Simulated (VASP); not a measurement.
Here is the system:

```yaml
crystal:
  lattice:
    - [0.00000, 2.35885, 2.35885]
    - [2.35885, 0.00000, 2.35885]
    - [2.35885, 2.35885, 0.00000]
  atoms:
    - { symbol: Sb, position: [0.00000, 0.00000, 0.00000] }
```

These are PBEsol GGA with spin-orbit coupling, VASP's PBE PAW potentials (set 64) (plane waves; VASP) values and carry that method's errors. Numerical set-up: 400 eV cut-off, 12×12×12 Γ-centred mesh, Gaussian smearing of 0.050 eV, potentials Sb.

Problem. Give the energies of bands 3 to 11 at the high-symmetry points, in eV from the Fermi level.

Solution. 
```tsv
band	Γ	X	U	L	W
3	4.67	-5.10	-4.21	-6.02	-3.50
4	4.67	-5.10	-4.21	-6.02	-3.50
5	5.89	0.11	-3.11	3.38	-3.10
6	5.89	0.11	-3.11	3.38	-3.10
7	5.89	0.62	1.23	4.08	-1.58
8	5.89	0.62	1.23	4.08	-1.58
9	9.97	4.13	5.04	8.33	9.37
10	9.97	4.13	5.04	8.33	9.37
11	9.97	4.59	9.93	9.05	10.81
```

It has no gap at this level: it comes out as a metal or semimetal.

The structure comes from a measured Sb entry (Fm-3m) of the Crystallography Open Database, whose conditions weren't checked. It was relaxed first, which changed the volume by +7 %.
